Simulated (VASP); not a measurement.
# Nb3B5 in VASP: further runs, part 2 of 2

VASP 6.6.1. Earlier steps stand in the parts before.

**3. Relaxation of cell and atoms, PBE**

This run uses another cell than the first one, of 11.33 Å³/atom, 1.118 times its volume.

INCAR reads:

```
SYSTEM = Nb3B5
PREC     = Normal         ! precision mode
ENCUT    = 520            ! plane-wave cutoff, eV
EDIFF    = 1E-4           ! SCF threshold, eV
ISMEAR   = 0              ! smearing method
SIGMA    = 0.15           ! smearing width, eV
LREAL    = .False.        ! projectors in reciprocal space
LASPH    = .True.         ! aspherical terms in the spheres
NELM     = 60             ! most SCF steps
ALGO     = Fast           ! electronic algorithm
ISIF     = 3              ! what is computed and relaxed
LWAVE    = .False.        ! write WAVECAR
LCHARG   = .False.        ! write CHGCAR
GGA      = PE             ! functional
IBRION   = 2              ! ionic algorithm
NSW      = 24             ! ionic steps
EDIFFG   = -0.08          ! ionic threshold
```

KPOINTS reads:

```
Automatic mesh
0
Gamma
  6 6 2
  0 0 0
```

POSCAR reads:

```
Nb3B5
1.0
    2.9574597400      0.0000000000      0.0000000000
    0.0000000000      2.9574597400      0.0000000000
    0.0000000000      0.0000000000     10.3651575400
Nb B
3 5
Direct
    0.5000000000      0.5000000000      0.1250000000
    0.5000000000      0.5000000000      0.8750000000
    0.0000000000      0.0000000000      0.5000000000
    0.0000000000      0.0000000000      0.2500000000
    0.0000000000      0.0000000000      0.7500000000
    0.0000000000      0.0000000000      0.0000000000
    0.5000000000      0.5000000000      0.3750000000
    0.5000000000      0.5000000000      0.6250000000
```

Potentials or basis: VASP PAW PBE potentials, release 64 (Nb_sv, B).

Command:

```sh
$ cat potpaw_PBE.64/Nb_sv/POTCAR potpaw_PBE.64/B/POTCAR > POTCAR
$ mpirun -np 1 vasp_std > vasp.out
```

OUTCAR:

```text
SYSTEM = Nb3B5
   PREC = Normal
   ENCUT = 520
   EDIFF = 1E-4
   ISMEAR = 0
   LREAL = .False.
   LASPH = .True.
   NELM = 60
   ISIF = 3
   GGA = PE
   IBRION = 2
   NSW = 24
   EDIFFG = -0.08

 ion  position               nearest neighbor table
   1  0.500  0.500  0.125-   4 2.46   6 2.46   4 2.46   6 2.46   4 2.46   6 2.46   4 2.46   6 2.46
                             2 2.59   7 2.59
   2  0.500  0.500  0.875-   5 2.46   6 2.46   5 2.46   6 2.46   5 2.46   6 2.46   5 2.46   6 2.46
                             1 2.59   8 2.59
   3  0.000  0.000  0.500-   7 2.46   8 2.46   7 2.46   8 2.46   7 2.46   8 2.46   7 2.46   8 2.46
                             4 2.59   5 2.59
   4  0.000  0.000  0.250-   1 2.46   1 2.46   1 2.46   1 2.46   3 2.59
   5  0.000  0.000  0.750-   2 2.46   2 2.46   2 2.46   2 2.46   3 2.59
   6  0.000  0.000  0.000-   1 2.46   2 2.46   1 2.46   2 2.46   1 2.46   2 2.46   1 2.46   2 2.46

   7  0.500  0.500  0.375-   3 2.46   3 2.46   3 2.46   3 2.46   1 2.59
   8  0.500  0.500  0.625-   3 2.46   3 2.46   3 2.46   3 2.46   2 2.59

  LATTYP: Found a simple tetragonal cell.
 ALAT       =     2.9574597400
 C/A-ratio  =     3.5047501746

  Lattice vectors:

 A1 = (   2.9574597400,   0.0000000000,   0.0000000000)
 A2 = (   0.0000000000,   2.9574597400,   0.0000000000)
 A3 = (   0.0000000000,   0.0000000000,  10.3651575400)

Analysis of symmetry for initial positions (statically):
=====================================================================
 Subroutine PRICEL returns:
 Original cell was already a primitive cell.

 Routine SETGRP: Setting up the symmetry group for a
 simple tetragonal supercell.

 Subroutine GETGRP returns: Found 16 space group operations
 (whereof 16 operations were pure point group operations)
 out of a pool of 16 trial point group operations.

The static configuration has the point symmetry D_4h.

Analysis of symmetry for dynamics (positions and initial velocities):
=====================================================================
 Subroutine PRICEL returns:
 Original cell was already a primitive cell.

 Routine SETGRP: Setting up the symmetry group for a
 simple tetragonal supercell.

 Subroutine GETGRP returns: Found 16 space group operations
 (whereof 16 operations were pure point group operations)
 out of a pool of 16 trial point group operations.

The dynamic configuration has the point symmetry D_4h.

 Subroutine INISYM returns: Found 16 space group operations
 (whereof 16 operations are pure point group operations),
 and found     1 'primitive' translations

----------------------------------------------------------------------------------------

                                     Primitive cell

  volume of cell :      90.6596

  direct lattice vectors                    reciprocal lattice vectors
     2.957459740  0.000000000  0.000000000     0.338128018  0.000000000  0.000000000
     0.000000000  2.957459740  0.000000000     0.000000000  0.338128018  0.000000000
     0.000000000  0.000000000 10.365157540     0.000000000  0.000000000  0.096477067

  length of vectors
     2.957459740  2.957459740 10.365157540     0.338128018  0.338128018  0.096477067

  position of ions in fractional coordinates (direct lattice)
     0.500000000  0.500000000  0.125000000
     0.500000000  0.500000000  0.875000000
     0.000000000  0.000000000  0.500000000
     0.000000000  0.000000000  0.250000000
     0.000000000  0.000000000  0.750000000
[... 72 lines left out ...]
   PREC   = normal    normal or accurate (medium, high low for compatibility)
   ISTART =      0    job   : 0-new  1-cont  2-samecut
   ICHARG =      2    charge: 1-file 2-atom 10-const
   ISPIN  =      1    spin polarized calculation?
   LNONCOLLINEAR =      F non collinear calculations
   LSORBIT =      F    spin-orbit coupling
   LASPH  =      T    aspherical Exc in radial PAW
   ENCUT  =  520.0 eV  38.22 Ry    6.18 a.u.   5.50  5.50 19.27*2*pi/ulx,y,z
   NELM   =     60;   NELMIN=  2; NELMDL= -5     # of ELM steps
   EDIFF  = 0.1E-03   stopping-criterion for ELM
   LREAL  =      F    real-space projection
   EDIFFG = -.8E-01   stopping-criterion for IOM
   NSW    =     24    number of steps for IOM
   IBRION =      2    ionic relax: 0-MD 1-quasi-New 2-CG
   NFREE  =      1    steps in history (QN), initial steepest desc. (CG)
   ISIF   =      3    stress and relaxation
   ISYM   =      2    0-nonsym 1-usesym 2-fastsym
   POTIM  = 0.5000    time-step for ionic-motion
   TEBEG  =    0.0;   TEEND  =   0.0 temperature during run
   PSTRESS=    0.0 pullay stress
   NELECT =      54.0000    total number of electrons
   NUPDOWN=      -1.0000    fix difference up-down
   EMIN   =  10.00;   EMAX   =-10.00  energy-range for DOS
   EFERMI =   0.00;   METHOD = LEGACY
   ISMEAR =     0;   SIGMA  =   0.15  broadening in eV -4-tet -1-fermi 0-gaus
   EFERMI_NEDOS =   21; number of points for ismear=-14 and -15
   IALGO  =     68    algorithm
   IMIX   =      4    mixing-type and parameters
     AMIX     =   0.40;   BMIX     =  1.00
     AMIX_MAG =   1.60;   BMIX_MAG =  1.00
  volume/ion in A,a.u.               =      11.33        76.48
  Fermi-wavevector in a.u.,A,eV,Ry     =   1.377426  2.602957 25.814360  1.897302
  Thomas-Fermi vector in A             =   2.502580
   LORBIT       =      0    0 simple, 1 ext, 2 COOP (PROOUT), +10 PAW based schemes
   GGA     = PE    functional components
   LHFCALC =     F    Hartree Fock is set to
   AEXX    =    0.0000 exact exchange contribution
   IVDW    =     0    specifies the selected vdW correction
   LEPSILON=     F    determine dielectric tensor
   LRPA    =     F    only Hartree local field effects (RPA)
 conjugate gradient relaxation of ions
 non-spin polarized calculation
 RMM-DIIS sequential band-by-band and
 Gauss-broadening in eV      SIGMA  =   0.15
  energy-cutoff  :      520.00
  volume of cell :       90.66
 maximum number of plane-waves:      2486
   NGX = 11   NGY = 11   NGZ = 39

--------------------------------------- Ionic step        1  -------------------------------------------

 number of electron      53.9999987 magnetization

 Free energy of the ion-electron system (eV)
  ---------------------------------------------------
  ext. energy  EPLUGINS =         0.00000000
  ---------------------------------------------------
  free energy    TOTEN  =       -58.93636650 eV

  energy without entropy =      -58.84450588  energy(sigma->0) =      -58.89043619

------------------------ aborting loop because EDIFF is reached ----------------------------------------

  FORCE on cell =-STRESS in cart. coord.  units (eV):
  Direction    XX          YY          ZZ          XY          YZ          ZX
  --------------------------------------------------------------------------------------
  -------------------------------------------------------------------------------------
  Total       -2.2890959     -2.2890959     -4.0922296      0.0000000      0.0000000      0.0000000
  in kB      -40.4539541    -40.4539541    -72.3197616      0.0000000      0.0000000      0.0000000
  external PRESSURE =     -51.0758900 kB  Pullay stress =       0.0000000 kB
[... 107 lines left out ...]
  FREE ENERGIE OF THE ION-ELECTRON SYSTEM (eV)
  ---------------------------------------------------
  free  energy   TOTEN  =       -59.6670951187 eV

  energy  without entropy=      -59.5843308513  energy(sigma->0) =      -59.62571298

 E-fermi :   9.9833     XC(G=0): -12.4810

 val. band max:        9.9685191154   @ k =   0.3333   0.1667   0.0000
 cond. band min:      10.0724209292   @ k =   0.1667   0.1667   0.0000
 fundamental gap:      0.1039018138
 Fermi energy:         9.9833317622

 k-point     1 :       0.0000    0.0000    0.0000
  band No.  band energies     occupation
      1     -44.8373      2.00000
      2     -44.7742      2.00000
      3     -44.7502      2.00000
      4     -21.0875      2.00000
      5     -20.9679      2.00000
      6     -20.8088      2.00000
[... 689 lines left out ...]
     31      10.4495      0.00001
     32      11.1328      0.00000

[... ionic steps 4 to 20 ...]

--------------------------------------- Ionic step       21  -------------------------------------------

 number of electron      53.9999995 magnetization

------------------------ aborting loop because EDIFF is reached ----------------------------------------
[... 79 lines left out ...]
--------------------------------------- Ionic step       23  -------------------------------------------

 number of electron      53.9999995 magnetization

 Free energy of the ion-electron system (eV)
  ---------------------------------------------------
  ext. energy  EPLUGINS =         0.00000000
  ---------------------------------------------------
  free energy    TOTEN  =       -61.97992063 eV

  energy without entropy =      -61.94970604  energy(sigma->0) =      -61.96481334

 E-fermi :  10.6333     XC(G=0): -12.7032

 val. band max:       10.5997940187   @ k =   0.1667   0.0000   0.0000
 cond. band min:      10.6672412548   @ k =   0.5000   0.5000   0.5000
 fundamental gap:      0.0674472361
 Fermi energy:        10.6332841877

 k-point     1 :       0.0000    0.0000    0.0000
  band No.  band energies     occupation
      1     -44.1853      2.00000
      2     -44.1712      2.00000
      3     -44.0598      2.00000
      4     -20.4701      2.00000
      5     -20.2872      2.00000
      6     -20.2323      2.00000
[... 724 lines left out ...]
  FREE ENERGIE OF THE ION-ELECTRON SYSTEM (eV)
  ---------------------------------------------------
  free  energy   TOTEN  =       -61.9799206322 eV

  energy  without entropy=      -61.9497060443  energy(sigma->0) =      -61.96481334

 reached required accuracy - stopping structural energy minimisation
```

Wall time 4.1 min (1 thread of Intel Xeon 6975P-C (Granite Rapids), shared host); peak memory 0.18 GiB.

Results:

```
Free energy                            : -61.9799 eV
Relaxed volume                         : 10.50 Å³/atom
Relaxed cell                           : a = 2.729 Å, b = 2.729 Å, c = 11.278 Å, α = 90.00°, β = 90.00°, γ = 90.00°
Space group after relaxing (to 0.05 Å) : P4/mmm (No. 123)
Energy gained by relaxing              : 380.4 meV/atom
Ionic steps                            : 23
Pressure after relaxing                : -0.3 GPa
Largest force after relaxing           : 0.020 eV/Å
Band gap on the k mesh                 : none (metal or under the smearing width)
```

Forces in eV/Å, atoms in the order of the input:
```
Nb   0.000  0.000  0.019
Nb   0.000  0.000 -0.019
Nb   0.000  0.000  0.000
B    0.000  0.000  0.017
B    0.000  0.000 -0.017
B    0.000  0.000  0.000
B    0.000  0.000 -0.020
B    0.000  0.000  0.020
```

Stress tensor (GPa, compression positive):
```
-0.42  0.00  0.00
 0.00 -0.42  0.00
 0.00  0.00 -0.17
```

Step by step:
```tsv
step	energy change (eV)	largest force (eV/Å)	pressure (GPa)	volume (Å³)
1	0.0000	1.5265	-5.11	90.66
2	-0.5952	1.8790	2.72	86.00
3	-0.7307	1.5566	10.64	82.84
4	-1.0129	1.6531	9.27	83.19
5	-1.2034	3.2129	8.88	83.83
6	-1.4050	3.3102	6.53	84.57
7	-1.7129	3.5766	0.96	86.74
8	-2.1604	2.5053	-2.08	87.04
9	-2.7689	0.7234	-7.85	87.76
10	-2.8044	0.5090	-8.84	87.92
11	-2.8075	0.4501	-9.09	87.97
12	-2.8946	0.4906	-5.82	86.38
13	-2.9542	0.6652	1.85	83.30
14	-2.9555	0.6487	1.33	83.65
15	-2.9552	0.6376	0.62	83.84
16	-2.9554	0.6422	0.63	83.75
17	-2.9724	0.5288	0.69	83.72
18	-3.0110	0.3128	0.82	83.64
19	-3.0202	0.4343	1.51	83.46
20	-3.0279	0.3476	1.14	83.53
21	-3.0382	0.2249	-0.22	84.09
22	-3.0397	0.1548	-1.16	84.43
23	-3.0436	0.0202	-0.34	84.01
```

Final structure:
```yaml
crystal:
  lattice:
    - [2.72941, 0.00000, 0.00000]
    - [0.00000, 2.72941, 0.00000]
    - [0.00000, 0.00000, 11.27763]
  atoms:
    - { symbol: Nb, position: [0.50000, 0.50000, 0.14349] }
    - { symbol: Nb, position: [0.50000, 0.50000, 0.85651] }
    - { symbol: Nb, position: [0.00000, 0.00000, 0.50000] }
    - { symbol: B, position: [0.00000, 0.00000, 0.29195] }
    - { symbol: B, position: [0.00000, 0.00000, 0.70805] }
    - { symbol: B, position: [0.00000, 0.00000, 0.00000] }
    - { symbol: B, position: [0.50000, 0.50000, 0.34974] }
    - { symbol: B, position: [0.50000, 0.50000, 0.65026] }
```

Levels at points of the mesh, in eV from the Fermi level:
| k point | band 23 | band 24 | band 25 | band 26 | band 27 | band 28 | band 29 | band 30 | band 31 | band 32 |
| --- | --- | --- | --- | --- | --- | --- | --- | --- | --- | --- |
| (0.00, 0.00, 0.00) | -2.36 | -0.83 | -0.83 | -0.44 | -0.44 | 1.03 | 1.67 | 1.67 | 2.62 | 2.62 |
| (0.50, 0.00, 0.00) | -2.03 | -2.02 | -1.77 | -1.74 | 0.39 | 0.82 | 1.01 | 2.66 | 2.77 | 2.91 |
| (0.50, 0.50, 0.00) | -3.62 | -2.85 | -2.05 | -1.46 | -1.46 | -0.97 | 0.75 | 2.05 | 2.60 | 2.60 |
| (0.00, 0.00, 0.50) | -2.40 | -0.95 | -0.95 | -0.13 | -0.13 | 1.03 | 1.08 | 1.08 | 4.07 | 4.11 |
| (0.50, 0.00, 0.50) | -2.17 | -1.89 | -1.88 | -1.78 | 0.37 | 0.82 | 1.07 | 2.45 | 2.64 | 3.20 |
| (0.50, 0.50, 0.50) | -3.63 | -2.87 | -2.44 | -0.23 | -0.23 | -0.07 | 0.03 | 0.03 | 0.27 | 1.05 |

Caveat: the relaxation stopped at a loose force limit of 0.08 eV/Å, so its end isn't a converged minimum.
